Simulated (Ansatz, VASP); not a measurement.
## Cross-check of Cu4F (F/Cu(111)) between VASP and Ansatz

One calculation is typed for both programs; each brings its own data sets. How far apart do they land? Of the first pair: The structure shown is the start of the Ansatz relaxation below; VASP solves that cell, so the two are compared at the walk's first step.

Program: Ansatz 0.2.0. Level of theory: plane waves, with VASP 6.6.1 beside it; single point at PBE. Results are calculated unless marked as measured.

### 1. The structure

The cell holds 5 atoms: 4 Cu and 1 F. Its edges and angles: a = 2.553 Å, b = 2.553 Å, c = 25.525 Å, α = 90.0°, β = 90.0°, γ = 60.0°. Vacuum lies along c.

### 2. Ansatz: relaxation, PBE

Ansatz runs on its default PAW (the set named soft_2) files.

The two programs are compared at the cell with which this relaxation starts, whose forces are those of its first step.

input.yaml

```yaml
crystal:
  lattice:
    - [2.5526554801, 0.0, 0.0]
    - [1.27632774, 2.2106644929, 0.0]
    - [0.0, 0.0, 25.5245619869]
  atoms:
    - { symbol: Cu, position: [0.0, 0.0, 0.3526015453] }
    - { symbol: Cu, position: [0.3333333333, 0.3333333333, 0.4342575782] }
    - { symbol: Cu, position: [0.6666666667, 0.6666666667, 0.515913611] }
    - { symbol: Cu, position: [0.0, 0.0, 0.5975696439] }
    - { symbol: F, position: [0.3333333333, 0.3333333333, 0.6473984547] }
kpoints:
  mp_grid: { grid: [12, 12, 1] }
hamiltonian:
  xc: pbe
scf:
  occupations: { method: fermi_dirac, width: 0.1 }
  convergence: { dr2_threshold: 1.0e-08 }
efield:
  axis: 3
  dipole_correction: true
  ramp_position: 0.97
  ramp_width: 0.06
relax:
  f_tol: 0.02
  max_steps: 60
  constraints: [{ sites: [0, 1] }]
output:
  write_potential: true
  write_density: true
  volumetric_format: npy
```

Started as:

```bash
ansatz run input.yaml --threads 4 --pin off --max-ram 6144MiB --backend cpu --events-out ev --progress --plain --runs-dir out
```

Numbers of over 12 decimals in the logs are rounded to 6 here.

The program printed:

```text
Engine: ansatz 0.2.0, x86_64-unknown-linux-gnu
Pseudopotentials: kind: paw
Pseudopotential: Cu, paw, valence charge 19, recommended cutoff 420 eV (normal), Cu.paw.azcp
Pseudopotential: F, paw, valence charge 7, recommended cutoff 420 eV (normal), F.paw.azcp
Functional definition: PBE
  parameter kappa = 0.804
  parameter beta = 0.066725
  exchange = pbe_x(kappa = kappa, mu = beta*pi^2/3)
  correlation = pbe_c(beta = beta)
Crystal: 5 atoms, lattice volume = 144.037 Å³
Basis set: ecut = 420 eV, 2863 PW (Γ), exchange–correlation on 36×36×360 points (8 copies of the dense FFT grid, shifted against one another)
Bands: 50, of which v1, the nominal top of the filled ones, is band 42 counted from 1 (41 counted from 0)
Symmetry: 6 space group operations
Space group: P3m1 (ITA 156), of the structure as read, at distance tolerance 5.2e-5 Å
k-points: 19 of 144 (time reversal used)
Non-local potential: Cu, projectors of the file, l = 0: 3, l = 1: 2, l = 2: 3, l = 3: 1
Non-local potential: F, projectors of the file, l = 0: 2, l = 1: 2, l = 2: 1
PAW form: soft (Blöchl's): semilocal exchange-correlation on the pseudo side does not see the compensation charge
PAW one-centre angular grid: Cu, 590 points (default); XC on 64 Gauss nodes
PAW one-centre angular grid: F, 110 points (default); XC on 64 Gauss nodes
Initial density: superposition of atomic densities (neutral atoms: chi_scale 0, normalization atom), corrected by the library's trained network
Initial wavefunctions: pseudopotential atomic-orbital guess
Functional: x = pbe(κ = 0.804, μ = 0.219515), c = pbe(β = 0.066725)
SCF iter   1: F=—  HF=-27307.213205 eV  |F-HF|=—  |Δ(HF+E_count)|=         —  Δρ=4.19e-3  dr2=1.03e-1  ethr=1.77e-3  p=-0.112 e·Å  D=-1.41e-1 V/Å  ΔV_dip=3.61 eV  dr2_dipole=3.95e-2  V_vac-E_F(+/−)=8.29/4.69 eV  ⟨swp⟩=10.5  Hψ=4702  notcnv=0  defer=19
efield: sawtooth ramp at fractional position 0.9700 (set: `efield.ramp_position`, or a place that a band, a saddle search or an elastic batch's reference lends), width 0.0600; the density the first Hamiltonian is built on has a dipole p = -0.112 e·Å; the dipole correction subtracts the counter field D = -1.41e-1 V/Å, which shifts the + side's vacuum level by +3.61 eV against the − side's; the planar-averaged density in the ramp window peaks in size at 3.3e-5 e/Å³
preconditioner: auto → LDOS  [metal: Δε(μ)=0.047 eV  Ē_g=10.044 eV  σ=0.100 eV  W_gap=0.12  n_scr=20 (ndim 8)  ℏωp=22.1 eV  f_vac=0.604  D(μ)=3.00/eV (n_scr^D=14)  β→1.0]
SCF iter   2: F=—  HF=-27307.235716 eV  |F-HF|=—  |Δ(HF+E_count)|=   2.25e-2  Δρ=1.05e-2  dr2=9.63e-2  ethr=1.24e-4  p=-0.114 e·Å  D=-1.43e-1 V/Å  ΔV_dip=3.64 eV  dr2_dipole=2.14e-3  V_vac-E_F(+/−)=8.49/4.85 eV  ⟨swp⟩=2.6  Hψ=1756  notcnv=0  defer=34
SCF iter   3: F=—  HF=-27307.220466 eV  |F-HF|=—  |Δ(HF+E_count)|=   1.53e-2  Δρ=5.08e-3  dr2=2.67e-2  ethr=1.16e-4  p=-0.114 e·Å  D=-1.43e-1 V/Å  ΔV_dip=3.64 eV  dr2_dipole=2.49e-3  V_vac-E_F(+/−)=8.48/4.84 eV  ⟨swp⟩=2.2  Hψ=1360  notcnv=0  defer=34
SCF iter   4: F=—  HF=-27307.215975 eV  |F-HF|=—  |Δ(HF+E_count)|=   4.49e-3  Δρ=1.12e-3  dr2=3.30e-3  ethr=3.22e-5  p=-0.113 e·Å  D=-1.42e-1 V/Å  ΔV_dip=3.61 eV  dr2_dipole=1.15e-3  V_vac-E_F(+/−)=8.46/4.85 eV  ⟨swp⟩=2.2  Hψ=1531  notcnv=0  defer=34
SCF iter   5: F=—  HF=-27307.215735 eV  |F-HF|=—  |Δ(HF+E_count)|=   2.40e-4  Δρ=4.38e-4  dr2=6.02e-4  ethr=3.98e-6  p=-0.112 e·Å  D=-1.40e-1 V/Å  ΔV_dip=3.58 eV  dr2_dipole=2.26e-4  V_vac-E_F(+/−)=8.45/4.87 eV  ⟨swp⟩=2.1  Hψ=1464  notcnv=0  defer=34
SCF iter   6: F=—  HF=-27307.215708 eV  |F-HF|=—  |Δ(HF+E_count)|=   2.69e-5  Δρ=3.51e-4  dr2=1.59e-4  ethr=7.25e-7  p=-0.111 e·Å  D=-1.40e-1 V/Å  ΔV_dip=3.57 eV  dr2_dipole=1.06e-5  V_vac-E_F(+/−)=8.45/4.88 eV  ⟨swp⟩=2.1  Hψ=1375  notcnv=0  defer=34
SCF iter   7: F=—  HF=-27307.215731 eV  |F-HF|=—  |Δ(HF+E_count)|=   2.21e-5  Δρ=3.17e-4  dr2=1.69e-4  ethr=1.91e-7  p=-0.111 e·Å  D=-1.40e-1 V/Å  ΔV_dip=3.56 eV  dr2_dipole=1.64e-5  V_vac-E_F(+/−)=8.44/4.88 eV  ⟨swp⟩=2.1  Hψ=1338  notcnv=0  defer=34
SCF iter   8: F=—  HF=-27307.215747 eV  |F-HF|=—  |Δ(HF+E_count)|=   1.68e-5  Δρ=1.63e-4  dr2=4.89e-5  ethr=1.91e-7  p=-0.111 e·Å  D=-1.39e-1 V/Å  ΔV_dip=3.56 eV  dr2_dipole=1.67e-6  V_vac-E_F(+/−)=8.44/4.88 eV  ⟨swp⟩=2.0  Hψ=1068  notcnv=0  defer=34
SCF iter   9: F=—  HF=-27307.215747 eV  |F-HF|=—  |Δ(HF+E_count)|=   1.51e-7  Δρ=1.23e-4  dr2=2.57e-5  ethr=5.90e-8  p=-0.111 e·Å  D=-1.39e-1 V/Å  ΔV_dip=3.55 eV  dr2_dipole=3.09e-6  V_vac-E_F(+/−)=8.44/4.88 eV  ⟨swp⟩=1.5  Hψ=1002  notcnv=0  defer=34
SCF iter  10: F=—  HF=-27307.215753 eV  |F-HF|=—  |Δ(HF+E_count)|=   5.63e-6  Δρ=4.40e-5  dr2=3.16e-6  ethr=3.09e-8  p=-0.111 e·Å  D=-1.39e-1 V/Å  ΔV_dip=3.55 eV  dr2_dipole=2.20e-7  V_vac-E_F(+/−)=8.43/4.88 eV  ⟨swp⟩=1.9  Hψ=1086  notcnv=0  defer=34
[...]
efield: sawtooth ramp at fractional position 0.9700 (set: `efield.ramp_position`, or a place that a band, a saddle search or an elastic batch's reference lends), width 0.0600; the density the first Hamiltonian is built on has a dipole p = -0.126 e·Å; the dipole correction subtracts the counter field D = -1.58e-1 V/Å, which shifts the + side's vacuum level by +4.03 eV against the − side's; the planar-averaged density in the ramp window peaks in size at 2.6e-5 e/Å³
preconditioner: auto → LDOS  [metal: Δε(μ)=0.080 eV  Ē_g=10.036 eV  σ=0.100 eV  W_gap=0.20  n_scr=20 (ndim 8)  ℏωp=22.1 eV  f_vac=0.602  D(μ)=2.94/eV (n_scr^D=14)  β→1.0]
SCF iter   2: F=—  HF=-27307.257485 eV  |F-HF|=—  |Δ(HF+E_count)|=   3.62e-5  Δρ=1.68e-4  dr2=5.29e-5  ethr=1.68e-7  p=-0.126 e·Å  D=-1.59e-1 V/Å  ΔV_dip=4.05 eV  dr2_dipole=6.00e-6  V_vac-E_F(+/−)=8.93/4.88 eV  ⟨swp⟩=3.0  Hψ=1959  notcnv=0  defer=38
SCF iter   3: F=—  HF=-27307.257476 eV  |F-HF|=—  |Δ(HF+E_count)|=   8.02e-6  Δρ=4.50e-5  dr2=3.49e-6  ethr=6.37e-8  p=-0.126 e·Å  D=-1.58e-1 V/Å  ΔV_dip=4.04 eV  dr2_dipole=8.58e-7  V_vac-E_F(+/−)=8.93/4.88 eV  ⟨swp⟩=2.1  Hψ=1404  notcnv=0  defer=38
SCF iter   4: F=—  HF=-27307.257476 eV  |F-HF|=—  |Δ(HF+E_count)|=   5.58e-7  Δρ=9.41e-5  dr2=8.97e-6  ethr=4.21e-9  p=-0.126 e·Å  D=-1.58e-1 V/Å  ΔV_dip=4.04 eV  dr2_dipole=8.37e-7  V_vac-E_F(+/−)=8.93/4.88 eV  ⟨swp⟩=3.0  Hψ=2076  notcnv=0  defer=38
SCF iter   5: F=—  HF=-27307.257475 eV  |F-HF|=—  |Δ(HF+E_count)|=   1.34e-6  Δρ=1.14e-5  dr2=1.17e-7  ethr=4.21e-9  p=-0.126 e·Å  D=-1.58e-1 V/Å  ΔV_dip=4.04 eV  dr2_dipole=1.28e-9  V_vac-E_F(+/−)=8.93/4.88 eV  ⟨swp⟩=2.1  Hψ=1567  notcnv=0  defer=38
SCF iter   6: F=—  HF=-27307.257475 eV  |F-HF|=—  |Δ(HF+E_count)|=   1.54e-8  Δρ=4.08e-6  dr2=3.00e-8  ethr=1.40e-10  p=-0.126 e·Å  D=-1.58e-1 V/Å  ΔV_dip=4.04 eV  dr2_dipole=7.06e-9  V_vac-E_F(+/−)=8.93/4.88 eV  ⟨swp⟩=2.5  Hψ=1737  notcnv=0  defer=38
SCF iter   7: F=-27307.257475 eV  HF=-27307.257475 eV  |F-HF|=4.23e-8  |Δ(HF+E_count)|=   9.30e-8  Δρ=8.63e-7  dr2=1.45e-9  ethr=1.20e-11  p=-0.126 e·Å  D=-1.58e-1 V/Å  ΔV_dip=4.04 eV  dr2_dipole=3.39e-10  V_vac-E_F(+/−)=8.93/4.88 eV  ⟨swp⟩=10.1  Hψ=6798  notcnv=0
SCF 4 converged in 7 iterations: F = -27307.257475 eV  dr2 = 1.45e-9
relax step   4: F+E_penalty+E_count = -27307.25747475 eV  Δ(F+E_penalty+E_count) = -4.799e-5 eV  max|allowed force component| = 3.979e-3 eV/Å  Δτ_max = 0.0055 Å  (7 SCF iters, accepted)
NSCF: frozen V_eff on 19 k-points
the band table was solved once a step of the walk had ended and its energy, with any forces and stress, was formed, with the checks that follow a solve (5276 applications of the Hamiltonian). They found nothing against the state; the energy, forces and stress were not computed again (output.eigenvalues in the input reference)
WARN: The output density's exchange-correlation potential varies sharply where the density is thin. Do not read a vacuum level from v_tot or v_xc, or from such a field of the output density. On a cell that repeats whose density bears no net charge and no dipole along the vacuum's axis use v_es (v_loc + v_h of the components); under efield.dipole_correction with no amplitude use v_es + v_field, which holds any externa [...]
SCF converged after 7 iterations
Free energy (F): -27307.257475 eV
Harris-Foulkes:  -27307.257475 eV  (|F-HF|=4.23e-8)
Internal energy: -27307.164182 eV  (E = F + TS)
E sigma→0 (E₀):  -27307.210829 eV
Entropy (-TS):   -0.093292 eV (-18.658 meV/atom)
Fermi energy:    1.348226 eV
Dipole field:    D = -0.158502 V/Å  (p = -0.126167 e·Å, saw-weighted, corrected)
Work function:   Φ+ = 8.9281 eV   Φ− = 4.8825 eV
Levels:          The Fermi level and band energies are counted from a zero that moves with the ramp; work functions are not
--- Per-component energies (eV) ---
  E_band       = -2642.018527
  E_kinetic    = 1404.815759
  E_local      = -216087.720644  (includes V_loc(G=0)·N_el)
  E_nonlocal   = 1637.325469
  E_hartree    = 106423.260584
  E_xc         = -436.354447
  E_vxc        = -562.351916  (∫ρ·V_xc dr)
  E_paw        = -6854.203829  (= ΣΔE_a)
  E_vpaw       = -1877.236424  (= ΣTr[D̂ρ^β])
  E_aug_tail   = 0.003271  (compensation charges beyond the density's cutoff)
  E_efield     = 0.009999  (sawtooth field / dipole correction)
  E_vefield    = -3.375218  (∫n·V_field dr)
  E_ewald      = 86605.699655
  E_smearing   = -0.093292  (= −TS)
  E_closure    = -0.000000  (closes the sum)
  Σ components = -27307.257475   (vs F -27307.257475, Δ=0.00e0)
--- Forces (eV/Å), atoms counted from 1 ---
  atom   1  Cu    -0.00000000    -0.00000000    -0.03717793
  atom   2  Cu     0.00000000     0.00000000     0.03930443
  atom   3  Cu    -0.00000000     0.00000000     0.00396975
  atom   4  Cu    -0.00000000     0.00000000    -0.00397944
  atom   5  F      0.00000000     0.00000000    -0.00212180
  max |Σ_I F_I| component: 4.98e-6 eV/Å
--- Band table (eV; the first three rows and the last of 19) ---
  k-point 0: bands = [... 38 lower, -0.4401, -0.2454, -0.2454, 0.7082, 0.9715, 0.9715, 5.5558, 6.3092, ... 4 higher]
  k-point 1: bands = [... 38 lower, -0.4135, -0.2407, -0.1966, 0.8588, 0.9835, 1.2422, 5.7218, 6.5237, ... 4 higher]
  k-point 2: bands = [... 38 lower, -0.3609, -0.2263, 0.1709, 0.9066, 1.0062, 2.2465, 6.1936, 7.1402, ... 4 higher]
  k-point 18: bands = [... 38 lower, 0.3873, 1.0842, 4.8268, 5.0686, 5.3626, 5.9770, 6.6757, 6.7584, ... 4 higher]
--- Relaxed structure (4 steps of the walk, 4 accepted, 0 SCFs on fresh bases) ---
  F+E_penalty+E_count = -27307.25747475 eV   max|allowed force component| = 3.979e-3 eV/Å
  atoms:
    - { symbol: Cu, position: [-1.4802973661453345e-17, -1.480297366145334e-17, 0.352602] }
    - { symbol: Cu, position: [0.333333, 0.333333, 0.434258] }
    - { symbol: Cu, position: [0.666667, 0.666667, 0.516471] }
    - { symbol: Cu, position: [-1.5069506853248208e-17, -1.480297366145288e-17, 0.597210] }
    - { symbol: F, position: [0.333333, 0.333333, 0.650076] }
```

### 3. VASP: single point, PBE, start cell, pair 1

The same cell, functional, mesh and smearing now go to VASP, with its own data sets.

Lines of VASP's logs that name or quote its potential files are left out, and so is its time.

INCAR

```
SYSTEM = Cu4F
PREC = Accurate
ENCUT = 520
EDIFF = 1E-06
NELM = 120
ISMEAR = -1
SIGMA = 0.1
LREAL = .FALSE.
ALGO = Normal
GGA = PE
NBANDS = 31
LASPH = .TRUE.
LORBIT = 11
LWAVE = .FALSE.
LCHARG = .FALSE.
ISIF = 2
LDIPOL = .TRUE.
IDIPOL = 3
DIPOL = 0.5 0.5 0.511
LVHAR = .TRUE.
GGA_COMPAT = .FALSE.
NELMDL = -8
KPAR = 2
```

POSCAR

```
Cu4F
1.0
    2.5526554801      0.0000000000      0.0000000000
    1.2763277400      2.2106644929      0.0000000000
    0.0000000000      0.0000000000     25.5245619869
Cu F
4 1
Direct
    0.0000001390      0.9999999257      0.3526015453
    0.3333334723      0.3333332590      0.4342575597
    0.6666668056      0.6666665923      0.5159136132
    0.0000001390      0.9999999257      0.5975696276
    0.3333334723      0.3333332590      0.6473984552
```

KPOINTS

```
Automatic mesh
0
Gamma
12 12 1
0 0 0
```

PAW data sets: Cu and F (PBE family, release 64).

Started as:

```bash
mpirun -np 2 vasp_std
```

The program printed:

```text
[banner, memory and clock lines left out]
running    2 mpi-ranks, on    1 nodes
 distrk:  each k-point on    1 cores,    2 groups
 distr:  one band on    1 cores,    1 groups

 POSCAR found type information on POSCAR CuF
 POSCAR found :  2 types and       5 ions
 LDA part: xc-table for (Slater+PW92), standard interpolation
 POSCAR, INCAR and KPOINTS ok, starting setup
 FFT: planning ... GRIDC
 FFT: planning ... GRID_SOFT
 FFT: planning ... GRID
 WAVECAR not read
 entering main loop
       N       E                     dE             d eps       ncg     rms          rms(c)
DAV:   1     0.506076015897E+03    0.50608E+03   -0.22856E+04  1178   0.205E+03
DAV:   2     0.605574058124E+02   -0.44552E+03   -0.42613E+03  1253   0.425E+02
DAV:   3    -0.153331596269E+02   -0.75891E+02   -0.72092E+02  1803   0.208E+02
DAV:   4    -0.219967008987E+02   -0.66635E+01   -0.64133E+01  1597   0.660E+01
DAV:   5    -0.222797576572E+02   -0.28306E+00   -0.27389E+00  1490   0.122E+01
DAV:   6    -0.222923353807E+02   -0.12578E-01   -0.12566E-01  1603   0.182E+00
DAV:   7    -0.222928105967E+02   -0.47522E-03   -0.47521E-03  1565   0.316E-01
DAV:   8    -0.222928312871E+02   -0.20690E-04   -0.20690E-04  1584   0.600E-02    0.161E+01
DAV:   9    -0.204386479751E+02    0.18542E+01   -0.45887E+01  1727   0.179E+02    0.137E+01
DAV:  10    -0.289878569898E+02   -0.85492E+01   -0.89296E+01  1908   0.267E+02    0.218E+01
DAV:  11    -0.209215371462E+02    0.80663E+01   -0.30996E+01  1942   0.101E+02    0.112E+01
DAV:  12    -0.183295468120E+02    0.25920E+01   -0.34611E+00  1964   0.599E+01    0.506E+00
DAV:  13    -0.179552181166E+02    0.37433E+00   -0.95858E-01  1867   0.242E+01    0.318E+00
DAV:  14    -0.177597506932E+02    0.19547E+00   -0.35446E-01  2132   0.199E+01    0.183E+00
[...]
DAV:  26    -0.176588584553E+02   -0.15780E-04   -0.20259E-05  2025   0.140E-01    0.755E-03
DAV:  27    -0.176588825006E+02   -0.24045E-04   -0.86968E-06  1368   0.608E-02    0.729E-03
DAV:  28    -0.176588884717E+02   -0.59711E-05   -0.26582E-06  1140   0.211E-02    0.757E-03
DAV:  29    -0.176588977037E+02   -0.92320E-05   -0.39839E-06  1171   0.661E-02    0.567E-03
DAV:  30    -0.176589014905E+02   -0.37868E-05   -0.16659E-06   806   0.424E-02    0.164E-03
DAV:  31    -0.176589035585E+02   -0.20680E-05   -0.47289E-07   862   0.168E-02    0.674E-04
DAV:  32    -0.176589054578E+02   -0.18993E-05   -0.46248E-07   813   0.761E-03    0.104E-03
DAV:  33    -0.176589060378E+02   -0.57999E-06   -0.20543E-07   799   0.143E-02
   1 F= -.17658906E+02 E0= -.17612903E+02  d E =-.920068E-01
```

Parts of OUTCAR (step 3):

```text
ion  position               nearest neighbor table
   1  0.000  1.000  0.353-   2 2.55   2 2.55   2 2.55
   2  0.333  0.333  0.434-   1 2.55   1 2.55   1 2.55   3 2.55   3 2.55   3 2.55
   3  0.667  0.667  0.516-   4 2.55   4 2.55   4 2.55   2 2.55   2 2.55   2 2.55
   4  0.000  1.000  0.598-   5 1.95   5 1.95   5 1.95   3 2.55   3 2.55   3 2.55
   5  0.333  0.333  0.647-   4 1.95   4 1.95   4 1.95

  LATTYP: Found a hexagonal cell.
 ALAT       =     2.5526554801
 C/A-ratio  =     9.9992193173

 Subroutine GETGRP returns: Found  6 space group operations
 (whereof  6 operations were pure point group operations)

The static configuration has the point symmetry C_3v.

 Found     19 irreducible k-points:

   k-points           NKPTS =     19   k-points in BZ     NKDIM =     19   number of bands    NBANDS=     31

   dimension x,y,z NGX =    20 NGY =   20 NGZ =  192
   dimension x,y,z NGXF=    40 NGYF=   40 NGZF=  384

   ENCUT  =  520.0 eV  38.22 Ry    6.18 a.u.   4.75  4.75 47.46*2*pi/ulx,y,z

   NELECT =      51.0000    total number of electrons

 k-points in reciprocal lattice and weights: Automatic mesh
   0.00000000  0.00000000  0.00000000       0.007
   0.08333333  0.00000000  0.00000000       0.042
   0.16666667  0.00000000  0.00000000       0.042
   0.25000000 -0.00000000  0.00000000       0.042
   0.33333333 -0.00000000  0.00000000       0.042
   0.41666667 -0.00000000  0.00000000       0.042
   0.50000000 -0.00000000  0.00000000       0.021
   0.16666667  0.08333333  0.00000000       0.042
   0.25000000  0.08333333  0.00000000       0.083
[...]
-0.41666667  0.25000000  0.00000000       0.083
  -0.33333333  0.33333333  0.00000000       0.014

 dipolmoment           0.000000      0.000000      0.114966 electrons x Angstroem

 average (electrostatic) potential at core
       1 -72.7308       2 -73.0060       3 -72.9329       4 -72.5206       5 -80.3763

 E-fermi :  -1.7254

 k-point     1 :       0.0000    0.0000    0.0000
  band No.  band energies     occupation
    ...
     24      -3.3548      2.00000
     25      -3.3548      2.00000
     26      -2.3448      1.99593
     27      -2.1555      1.97326
     28      -2.1555      1.97326
     29       2.5001      0.00000
     30       3.2731      0.00000
     31       4.3237      0.00000

 k-point     2 :       0.0833    0.0000    0.0000
  band No.  band energies     occupation
    ...
     24      -3.3510      2.00000
     25      -3.3309      2.00000
     26      -2.2380      1.98819
     27      -2.1374      1.96803
     28      -1.8212      1.44554
     29       2.6706      0.00000
     30       3.4904      0.00000
     31       4.5462      0.00000

 k-point     3 :       0.1667    0.0000    0.0000
  band No.  band energies     occupation
    ...
     23      -3.4973      2.00000
     24      -3.3396      2.00000
     25      -2.9315      1.99999
     26      -2.1501      1.97180
     27      -2.1006      1.95414
     28      -0.8156      0.00022
     29       3.1574      0.00000
     30       4.1104      0.00000
     31       5.1978      0.00000

  Total        4.3396369      4.3396369      1.5592160     -0.0000000     -0.0000000      0.0000000
  in kB       48.2714824     48.2714824     17.3437710     -0.0000000     -0.0000000      0.0000000
  external PRESSURE =      37.9622453 kB  Pullay stress =       0.0000000 kB

  energy-cutoff  :      520.00
  volume of cell :      144.04
      direct lattice vectors                 reciprocal lattice vectors
     2.552655480  0.000000000  0.000000000     0.391748909 -0.226176338  0.000000000
     1.276327740  2.210664493  0.000000000     0.000000000  0.452352676  0.000000000
     0.000000000  0.000000000 25.524561987     0.000000000  0.000000000  0.039177949

 POSITION                                       TOTAL-FORCE (eV/Angst)
 -----------------------------------------------------------------------------------
      1.27633      2.21066      9.00000        -0.000000     -0.000000     -0.057580
      1.27633      0.73689     11.08423         0.000000     -0.000000     -0.011816
      2.55266      1.47378     13.16847        -0.000000      0.000000      0.129790
      1.27633      2.21066     15.25270         0.000000      0.000000     -1.227015
      1.27633      0.73689     16.52456         0.000000      0.000000      1.166622
 -----------------------------------------------------------------------------------
    total drift:                               -0.000565      0.000358     -0.001579

  FREE ENERGIE OF THE ION-ELECTRON SYSTEM (eV)
  ---------------------------------------------------
  free  energy   TOTEN  =       -17.6589060378 eV

  energy  without entropy=      -17.5668992593  energy(sigma->0) =      -17.61290265

 vacuum level on the upper side and lower side of the slab         6.816         3.130

 total charge
# of ion       s       p       d       tot
------------------------------------------
    1        0.454   0.294   9.183   9.931
    2        0.445   0.379   9.179  10.002
    3        0.446   0.385   9.172  10.003
    4        0.377   0.439   9.189  10.005
    5        1.751   4.328   0.000   6.079
--------------------------------------------------
tot          3.473   5.825  36.723  46.021

[... 3 further parts left out ...]
```

This run has no spin polarisation, so a moment on Cu, if there is one, isn't seen. Its electron count is odd, so without a moment it is a metal by construction.

(Continued in part 2 of 2.)

[Lines on the potential files, build, host, timing and source positions are cut from VASP's logs without a mark.]

[Logs are printed without paths, hosts, clocks, repeated set-up lines and the standing remarks that a program may print on its own settings, such as how far it seeks lower states.]

[Hosts, paths, dates, database ids (printed as entryN), source tags and the programs' standing remarks are cut or masked in the printed files.]
